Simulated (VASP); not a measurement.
Output of a VASP run:

### OSZICAR
```
...
DAV:   2    -0.178562218209E+02    0.15026E-03   -0.59978E-04  1566   0.387E-01    0.703E-02
DAV:   3    -0.178561153252E+02    0.10650E-03   -0.92723E-05  1896   0.166E-01    0.770E-03
DAV:   4    -0.178561172070E+02   -0.18818E-05   -0.24862E-05  1332   0.461E-02    0.420E-03
DAV:   5    -0.178561172730E+02   -0.65973E-07   -0.65848E-07   684   0.927E-03
   5 F= -.17856117E+02 E0= -.17856117E+02  d E =-.193551E-03
       N       E                     dE             d eps       ncg     rms          rms(c)
DAV:   1    -0.178587318155E+02   -0.26146E-02   -0.29470E-01  1320   0.444E+00    0.351E-01
DAV:   2    -0.178573736198E+02    0.13582E-02   -0.53783E-03  1566   0.116E+00    0.211E-01
DAV:   3    -0.178564215323E+02    0.95209E-03   -0.83410E-04  1892   0.498E-01    0.234E-02
DAV:   4    -0.178564382060E+02   -0.16674E-04   -0.22483E-04  1332   0.141E-01    0.126E-02
DAV:   5    -0.178564389115E+02   -0.70549E-06   -0.70115E-06  1464   0.273E-02
   6 F= -.17856439E+02 E0= -.17856439E+02  d E =-.515190E-03
       N       E                     dE             d eps       ncg     rms          rms(c)
DAV:   1    -0.178568038850E+02   -0.36568E-03   -0.44703E-02  1320   0.173E+00    0.137E-01
DAV:   2    -0.178565985117E+02    0.20537E-03   -0.80067E-04  1566   0.445E-01    0.819E-02
DAV:   3    -0.178564546855E+02    0.14383E-03   -0.12583E-04  1900   0.194E-01    0.905E-03
DAV:   4    -0.178564572780E+02   -0.25925E-05   -0.34032E-05  1332   0.539E-02    0.492E-03
DAV:   5    -0.178564573721E+02   -0.94135E-07   -0.90335E-07   702   0.106E-02
   7 F= -.17856457E+02 E0= -.17856457E+02  d E =-.533650E-03
       N       E                     dE             d eps       ncg     rms          rms(c)
DAV:   1    -0.178583393959E+02   -0.18821E-02   -0.11470E-01  1682   0.431E+00    0.360E-01
DAV:   2    -0.178566633196E+02    0.16761E-02   -0.12520E-02  1740   0.191E+00    0.128E-01
DAV:   3    -0.178564840833E+02    0.17924E-03   -0.19325E-04  1962   0.397E-01    0.772E-02
DAV:   4    -0.178564127226E+02    0.71361E-04   -0.14830E-04  1758   0.138E-01    0.155E-02
DAV:   5    -0.178564109918E+02    0.17309E-05   -0.21286E-05  1410   0.481E-02    0.470E-03
DAV:   6    -0.178564111094E+02   -0.11763E-06   -0.78208E-07   702   0.368E-02
   8 F= -.17856411E+02 E0= -.17856411E+02  d E =0.462627E-04
       N       E                     dE             d eps       ncg     rms          rms(c)
DAV:   1    -0.178572107176E+02   -0.79973E-03   -0.42247E-02  1682   0.261E+00    0.220E-01
DAV:   2    -0.178565889706E+02    0.62175E-03   -0.46928E-03  1732   0.118E+00    0.778E-02
DAV:   3    -0.178565221274E+02    0.66843E-04   -0.73861E-05  1994   0.237E-01    0.467E-02
DAV:   4    -0.178564965197E+02    0.25608E-04   -0.54873E-05  1728   0.838E-02    0.938E-03
DAV:   5    -0.178564959527E+02    0.56702E-06   -0.79548E-06  1386   0.291E-02
   9 F= -.17856496E+02 E0= -.17856496E+02  d E =-.385806E-04
       N       E                     dE             d eps       ncg     rms          rms(c)
DAV:   1    -0.178565072381E+02   -0.10718E-04   -0.76904E-04  1604   0.336E-01    0.303E-02
DAV:   2    -0.178564954646E+02    0.11774E-04   -0.82311E-05  1732   0.156E-01    0.105E-02
DAV:   3    -0.178564940770E+02    0.13877E-05   -0.92636E-07   756   0.324E-02    0.634E-03
DAV:   4    -0.178564936716E+02    0.40539E-06   -0.16735E-06   674   0.143E-02
  10 F= -.17856494E+02 E0= -.17856494E+02  d E =-.362995E-04
```

**OUTCAR**
```
------------------------ aborting loop because EDIFF is reached ----------------------------------------
  FORCE on cell =-STRESS in cart. coord.  units (eV):
  Direction    XX          YY          ZZ          XY          YZ          ZX
  --------------------------------------------------------------------------------------
  Total        0.0073929      0.0073929     -0.0299873      0.0000000      0.0000000      0.0000000
  in kB        0.2395149      0.2395150     -0.9715289      0.0000000      0.0000000      0.0000000
  external PRESSURE =      -0.1641663 kB  Pullay stress =       0.0000000 kB
  volume of cell :       49.45
      direct lattice vectors                 reciprocal lattice vectors
     1.641362988 -2.842924540 -0.000000000     0.304624878 -0.175875227 -0.000000000
     1.641362988  2.842924540  0.000000000     0.304624878  0.175875227  0.000000000
     0.000000000 -0.000000000  5.298979890     0.000000000 -0.000000000  0.188715568
  FREE ENERGIE OF THE ION-ELECTRON SYSTEM (eV)
  ---------------------------------------------------
  free  energy   TOTEN  =       -17.8564936716 eV

  energy  without entropy=      -17.8564936716  energy(sigma->0) =      -17.85649367

 reached required accuracy - stopping structural energy minimisation
```
(Selected blocks of OUTCAR.)

### POSCAR
```
ZnO
1
    1.6250000000    -2.8145830000     0.0000000000
    1.6250000000     2.8145830000     0.0000000000
    0.0000000000     0.0000000000     5.2100000000
Zn O
2 2
Direct
  0.6666670000   0.3333330000   0.5000000000
  0.3333330000   0.6666670000   0.0000000000
  0.6666670000   0.3333330000   0.8820000000
  0.3333330000   0.6666670000   0.3820000000
```

Q: Reconstruct the remaining input files.

A: This is not unique; one that fits is the input of the run itself, PBE GGA, plane waves, VASP's PBE PAW potentials (set 64).

File KPOINTS:
```
Automatic mesh
0
Gamma
8 8 5
0 0 0
```

INCAR:
```
ALGO=Normal
EDIFF=1E-6
EDIFFG=-0.01
ENCUT=480
GGA=PE
IBRION=2
ISIF=3
ISMEAR=0
LASPH=.True.
LCHARG=.False.
LMAXMIX=4
LREAL=.False.
LWAVE=.False.
NELM=100
NSW=60
PREC=Accurate
SIGMA=0.05
SYSTEM=ZnO
```

POTCAR, in this order: Zn O (PBE.64 set). Program: vasp_std.

Energy and stress use the plane-wave basis of the starting cell.

The compound is ZnO in the wurtzite structure. This run relaxes it. Symmetry was kept, so distortions that lower it aren't found.
